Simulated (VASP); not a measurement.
In3GaSb2N2:

```
CELL_PARAMETERS angstrom
5.85698 0.00000 0.00000
0.00000 3.40400 0.00000
-0.26041 0.00000 8.50466
ATOMIC_POSITIONS crystal
In 0.53195 0.50000 0.87728
In 0.92461 0.50000 0.58591
In 0.42760 0.00000 0.24797
Ga 0.03175 0.00000 0.96114
Sb 0.40220 0.50000 0.54537
Sb 0.90645 0.00000 0.26845
N 0.36638 0.00000 0.98592
N 0.90906 0.50000 0.86146
```

The cell was built by a generator and needn't be a form met in nature.

```yaml
Program: VASP 6.6.1
Task: relaxation of cell and atoms
Functional: PBE
Potentials_or_basis: VASP PAW PBE potentials, release 64 (In_d, Ga_d, Sb, N)
Cutoff: 520 eV
k_mesh: 6 × 10 × 4
Occupations: gaussian, width 0.1 eV
Spin: no spin polarisation
```

At the start: pressure 1.4 GPa; volume 21.19 Å³/atom.

Task: Where does the relaxation end?

Result: Over 84 steps the energy falls by 36.1 meV/atom and the volume is 22.47 Å³/atom (+6.0 %); space group Pm (No. 6, to 0.05 Å).

The path:
| step | energy change (eV) | largest force (eV/Å) | pressure (GPa) | volume (Å³) |
| --- | --- | --- | --- | --- |
| 1 | 0.0000 | 0.7174 | 1.38 | 169.56 |
| 4 | -0.1958 | 0.3278 | -0.18 | 173.25 |
| 7 | -0.2329 | 0.2104 | -0.39 | 174.85 |
| 10 | -0.2501 | 0.0957 | 0.23 | 173.91 |
| 13 | -0.2520 | 0.0882 | -0.09 | 174.73 |
| 16 | -0.2552 | 0.0648 | 0.14 | 174.56 |
| 19 | -0.2594 | 0.1006 | -0.05 | 175.68 |
| 22 | -0.2610 | 0.1338 | -0.25 | 176.64 |
| 25 | -0.2658 | 0.1368 | -0.37 | 177.94 |
| 28 | -0.2708 | 0.1080 | 0.13 | 177.01 |
| 31 | -0.2746 | 0.0917 | -0.03 | 177.50 |
| 34 | -0.2758 | 0.0828 | -0.13 | 177.82 |
| 37 | -0.2797 | 0.0578 | 0.08 | 177.52 |
| 40 | -0.2805 | 0.0555 | -0.01 | 177.81 |
| 43 | -0.2809 | 0.0726 | 0.01 | 177.79 |
| 46 | -0.2829 | 0.0759 | 0.07 | 177.83 |
| 49 | -0.2846 | 0.0657 | 0.00 | 178.18 |
| 52 | -0.2856 | 0.0448 | -0.05 | 178.58 |
| 55 | -0.2864 | 0.0451 | 0.02 | 178.72 |
| 58 | -0.2873 | 0.0455 | 0.00 | 179.33 |
| 61 | -0.2877 | 0.0353 | 0.03 | 179.47 |
| 64 | -0.2880 | 0.0291 | 0.03 | 179.48 |
| 67 | -0.2884 | 0.0139 | -0.01 | 179.63 |
| 70 | -0.2885 | 0.0105 | 0.01 | 179.61 |
| 73 | -0.2885 | 0.0126 | -0.01 | 179.67 |
| 76 | -0.2886 | 0.0206 | 0.01 | 179.68 |
| 79 | -0.2886 | 0.0153 | -0.02 | 179.76 |
| 82 | -0.2886 | 0.0135 | -0.02 | 179.75 |
| 84 | -0.2887 | 0.0096 | 0.01 | 179.74 |

Final structure:
```
In Ga Sb N
1.0
     5.86418    0.00000    0.02281
     0.00000    3.23793    0.00000
    -0.22539    0.00000    9.46521
In Ga Sb N
3 1 2 2
Direct
  0.51014 0.50000 0.86627
  0.94637 0.50000 0.63562
  0.42593 0.00000 0.20563
  0.01401 0.00000 0.96303
  0.43958 0.50000 0.55974
  0.92429 0.00000 0.25462
  0.35041 0.00000 0.97497
  0.88927 0.50000 0.87363
```

Caveat: this functional lacks dispersion, which binds the layers, so the pressure and a relaxed spacing across them are unreliable.
